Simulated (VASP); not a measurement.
Consider the following.

```yaml
crystal:
  lattice:
    - [3.83985, 0.00000, 0.00000]
    - [-1.91992, 3.32541, 0.00000]
    - [0.00000, 0.00000, 6.32896]
  atoms:
    - { symbol: Ga, position: [0.66667, 0.33333, 0.50006] }
    - { symbol: Ga, position: [0.33333, 0.66667, 0.00006] }
    - { symbol: P, position: [0.66667, 0.33333, 0.87394] }
    - { symbol: P, position: [0.33333, 0.66667, 0.37394] }
```

All values below come from r2SCAN meta-GGA, VASP's PBE PAW potentials (set 64) (plane waves; VASP). Run with 400 eV cut-off, 8×8×4 Γ-centred mesh, tetrahedra with Blöchl corrections, potentials Ga_d P.

Q: What does the run give for the energy per atom (σ→0), band gap (over mesh and band path) with the smallest direct gap where there is one?

A: 
| Quantity | Value |
|---|---|
| band gap (over mesh and band path) | 1.74 eV |
| smallest direct gap (over mesh and band path) | 1.74 eV |
| energy per atom (σ→0) | -10.721 eV/atom |

The absolute energy has meaning only against runs of the same code, potentials and settings.

The structure comes from a computed database's GaP entry (P6_3mc); how it stands against other phases isn't given here. It was relaxed first.
